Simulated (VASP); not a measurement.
# YbRu (Fm-3m) in VASP: reference runs

How does YbRu come out in PBE? The cell is run as given.

Program: VASP 6.6.1. These are calculated values, not measurements. Logs are shortened: lines on timing, memory, paths and dates and some standing lists are left out, and cuts for length are marked.

## (1) Starting point

It takes space group Fm-3m (No. 225, cubic). Conventional cell: a = 5.549 Å, b = 5.549 Å, c = 5.549 Å, α = 90.00°, β = 90.00°, γ = 90.00°. Yb (site symmetry m-3m) is surrounded by 6 Ru at 2.77 Å. Ru (site symmetry m-3m) is surrounded by 6 Yb at 2.77 Å.

The cell was built by a generator and needn't be a form met in nature.

## (2) Single point, PBE, collinear spin, ferromagnetic start

Contents of INCAR:

```
SYSTEM = YbRu
PREC = Accurate
ENCUT = 520
EDIFF = 1E-7
ISMEAR = -1
SIGMA = 0.05
LREAL = .False.
LASPH = .True.
NELM = 120
ALGO = Normal
ISIF = 2
LWAVE = .False.
LCHARG = .False.
ISPIN = 2
MAGMOM = 1 1
LORBIT = 11
LMAXMIX = 6
GGA = PE
NBANDS = 30
```

Contents of KPOINTS:

```
regular mesh
0
Gamma
  8 8 8
  0 0 0
```

Contents of POSCAR:

```
YbRu
1.0
    0.0000000000      2.7745200000      2.7745200000
    2.7745200000      0.0000000000      2.7745200000
    2.7745200000      2.7745200000      0.0000000000
Yb Ru
1 1
Direct
    0.5000000000      0.5000000000      0.5000000000
    0.0000000000      0.0000000000      0.0000000000
```

Potentials or basis: VASP PAW PBE potentials, release 64 (Yb, Ru_pv).

Started as:

```bash
$ cat potpaw_PBE.64/Yb/POTCAR potpaw_PBE.64/Ru_pv/POTCAR > POTCAR
$ mpirun -np 1 vasp_std > vasp.out
```

OUTCAR:

```text
SYSTEM = YbRu
   PREC = Accurate
   ENCUT = 520
   EDIFF = 1E-7
   ISMEAR = -1
   LREAL = .False.
   LASPH = .True.
   NELM = 120
   ISIF = 2
   ISPIN = 2
   LORBIT = 11
   GGA = PE

 ion  position               nearest neighbor table
   1  0.500  0.500  0.500-   2 2.77   2 2.77   2 2.77   2 2.77   2 2.77   2 2.77
   2  0.000  0.000  0.000-   1 2.77   1 2.77   1 2.77   1 2.77   1 2.77   1 2.77

  LATTYP: Found a face centered cubic cell.
 ALAT       =     5.5490400000

  Lattice vectors:

 A1 = (   0.0000000000,   2.7745200000,   2.7745200000)
 A2 = (   2.7745200000,   0.0000000000,   2.7745200000)
 A3 = (   2.7745200000,   2.7745200000,   0.0000000000)

Analysis of symmetry for initial positions (statically):
=====================================================================
 Subroutine PRICEL returns:
 Original cell was already a primitive cell.

 Routine SETGRP: Setting up the symmetry group for a
 face centered cubic supercell.

 Subroutine GETGRP returns: Found 48 space group operations
 (whereof 48 operations were pure point group operations)
 out of a pool of 48 trial point group operations.

The static configuration has the point symmetry O_h .

Analysis of symmetry for dynamics (positions and initial velocities):
=====================================================================
 Subroutine PRICEL returns:
 Original cell was already a primitive cell.

 Routine SETGRP: Setting up the symmetry group for a
 face centered cubic supercell.

 Subroutine GETGRP returns: Found 48 space group operations
 (whereof 48 operations were pure point group operations)
 out of a pool of 48 trial point group operations.

The dynamic configuration has the point symmetry O_h .

Analysis of structural, dynamic, and magnetic symmetry:
=====================================================================
 Subroutine PRICEL returns:
 Original cell was already a primitive cell.

 Routine SETGRP: Setting up the symmetry group for a
 face centered cubic supercell.

 Subroutine GETGRP returns: Found 48 space group operations
 (whereof 48 operations were pure point group operations)
 out of a pool of 48 trial point group operations.

The overall configuration has the point symmetry O_h .

[... 116 lines left out ...]
   IMIX   =      4    mixing-type and parameters
     AMIX     =   0.40;   BMIX     =  1.00
     AMIX_MAG =   1.60;   BMIX_MAG =  1.00
  volume/ion in A,a.u.               =      21.36       144.13
  Fermi-wavevector in a.u.,A,eV,Ry     =   1.574484  2.975343 33.728828  2.478999
  Thomas-Fermi vector in A             =   2.675611
   LORBIT       =     11    0 simple, 1 ext, 2 COOP (PROOUT), +10 PAW based schemes
   GGA     = PE    functional components
   LHFCALC =     F    Hartree Fock is set to
   AEXX    =    0.0000 exact exchange contribution
   IVDW    =     0    specifies the selected vdW correction
   LEPSILON=     F    determine dielectric tensor
   LRPA    =     F    only Hartree local field effects (RPA)
 spin polarized calculation
  energy-cutoff  :      520.00
  volume of cell :       42.72
 maximum number of plane-waves:      1174
 NGX is ok and might be reduce to    30
   NGX = 15   NGY = 15   NGZ = 15

 number of electron      38.0000006 magnetization       1.0524171

 Free energy of the ion-electron system (eV)
  ---------------------------------------------------
  ext. energy  EPLUGINS =         0.00000000
  ---------------------------------------------------
  free energy    TOTEN  =       -11.44016907 eV

  energy without entropy =      -11.40298710  energy(sigma->0) =      -11.42157808

 E-fermi :   4.5256     XC(G=0): -11.6129

 val. band max:        4.5246314114   @ k =   0.3750   0.2500   0.1250
 cond. band min:       4.5272723193   @ k =   0.3750   0.1250   0.0000
 fundamental gap:      0.0026409079
 Fermi energy:         4.5256065286

 spin component 1

 k-point     1 :       0.0000    0.0000    0.0000
  band No.  band energies     occupation
      1     -46.6503      1.00000
      2     -37.2365      1.00000
      3     -37.2365      1.00000
      4     -37.2365      1.00000
      5     -18.7474      1.00000
      6     -18.7474      1.00000
[... 781 lines left out ...]
     29      16.9792      0.00000
     30      17.9465      0.00000

 [... further k-points ...]

 spin component 2

 k-point     1 :       0.0000    0.0000    0.0000
  band No.  band energies     occupation
      1     -46.5307      1.00000
      2     -36.6690      1.00000
      3     -36.6690      1.00000
      4     -36.6690      1.00000
      5     -18.6803      1.00000
      6     -18.6803      1.00000
[... 781 lines left out ...]
     29      17.8726      0.00000
     30      18.0050      0.00000

 [... further k-points ...]

------------------------ aborting loop because EDIFF is reached ----------------------------------------

  FORCE on cell =-STRESS in cart. coord.  units (eV):
  Direction    XX          YY          ZZ          XY          YZ          ZX
  --------------------------------------------------------------------------------------
  -------------------------------------------------------------------------------------
  Total        0.1989823      0.1989823      0.1989823      0.0000000      0.0000000      0.0000000
  in kB        7.4633089      7.4633089      7.4633089      0.0000000      0.0000000      0.0000000
  external PRESSURE =       7.4633089 kB  Pullay stress =       0.0000000 kB

 VOLUME and BASIS-vectors are now :
 -----------------------------------------------------------------------------
  energy-cutoff  :      520.00
  volume of cell :       42.72
      direct lattice vectors                 reciprocal lattice vectors
     0.000000000  2.774520000  2.774520000    -0.180211352  0.180211352  0.180211352
     2.774520000  0.000000000  2.774520000     0.180211352 -0.180211352  0.180211352
     2.774520000  2.774520000  0.000000000     0.180211352  0.180211352 -0.180211352

 POSITION                                       TOTAL-FORCE (eV/Angst)
 -----------------------------------------------------------------------------------
      2.77452      2.77452      2.77452         0.000000     -0.000000     -0.000000
      0.00000      0.00000      0.00000        -0.000000      0.000000      0.000000
 -----------------------------------------------------------------------------------
    total drift:                                0.000000      0.000000      0.000000

  FREE ENERGIE OF THE ION-ELECTRON SYSTEM (eV)
  ---------------------------------------------------
  free  energy   TOTEN  =       -11.4401690665 eV

  energy  without entropy=      -11.4029871006  energy(sigma->0) =      -11.42157808

 total charge

# of ion       s       p       d       f       tot
--------------------------------------------------
    1        2.234   6.057   0.620  13.391  22.302
    2        0.340   6.055   6.311   0.000  12.707
--------------------------------------------------
tot          2.574  12.112   6.932  13.391  35.009

 magnetization (x)

# of ion       s       p       d       f       tot
--------------------------------------------------
    1       -0.004  -0.010  -0.021   0.310   0.275
    2        0.011  -0.001   0.761   0.000   0.771
--------------------------------------------------
tot          0.007  -0.011   0.740   0.310   1.046
```

stdout:

```text
POSCAR found type information on POSCAR YbRu
 POSCAR found :  2 types and       2 ions
 scaLAPACK will be used
 LDA part: xc-table for (Slater+PW92), standard interpolation
 POSCAR, INCAR and KPOINTS ok, starting setup
 FFT: planning ... GRIDC
 FFT: planning ... GRID_SOFT
 FFT: planning ... GRID
 WAVECAR not read
 entering main loop
```

Wall time 4.2 min (1 thread of Intel Xeon Platinum 8259CL at 2.50GHz (Skylake/Cascade Lake), shared host); peak memory 0.24 GiB.

What came out:

- Free energy: -11.4402 eV
- Pressure: 0.7 GPa
- Band gap on the k mesh: none (metal or under the smearing width)
- Net moment: 1.05 μB per cell
- Site moments: Yb +0.28; Ru +0.77 μB
- Valence electrons inside the program's atomic spheres: Yb 22.30; Ru 12.71

Caveat: spin-orbit coupling is left out, which moves the levels of the heavy elements; without U or exact exchange the open f shell lies at the Fermi level, which spoils levels, moments and volumes. The state reached can hang on the start; a lower one may exist.
